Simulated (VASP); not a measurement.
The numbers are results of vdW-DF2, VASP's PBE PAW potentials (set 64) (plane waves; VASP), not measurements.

VASP input:

### KPOINTS
```
Automatic
0
Gamma
 6 6 6
```

INCAR:
```
AGGAC = 0.0
ALGO = Normal
EDIFF = 1E-6
EDIFFG = -0.02
ENCUT = 520
GGA = ML
IBRION = 2
ISIF = 3
ISMEAR = 0
LASPH = T
LCHARG = F
LMAXMIX = 4
LREAL = F
LUSE_VDW = T
LWAVE = F
NELM = 100
NSW = 60
PREC = Accurate
SIGMA = 0.05
SYSTEM = CdF2
ZAB_VDW = -1.8867
```

### POSCAR
```
CdF2
1
    0.0000000000     2.7730734168     2.7730734168
    2.7730734168     0.0000000000     2.7730734168
    2.7730734168     2.7730734168    -0.0000000000
Cd F
1 2
Direct
  0.0000000000   0.0000000000   0.0000000000
  0.2500000000   0.2500000000   0.2500000000
  0.7500000000   0.7500000000   0.7500000000
```

POTCAR, in this order: Cd F (PBE.64 set). Program: vasp_std.

### Question
What will the output report for the number of irreducible k-points (NKPTS), largest plane-wave count, number of space-group operations, FFT grid (NGX, NGY, NGZ)?

### Answer

The number of irreducible k-points (NKPTS) is 16 and the largest plane-wave count is 1167. The number of space-group operations is 48 and the FFT grid (NGX, NGY, NGZ) is 30 × 30 × 30.

The compound is CdF2 in the fluorite structure. This run relaxes it. Symmetry was kept, so distortions that lower it aren't found. The start is the result of an earlier pass.
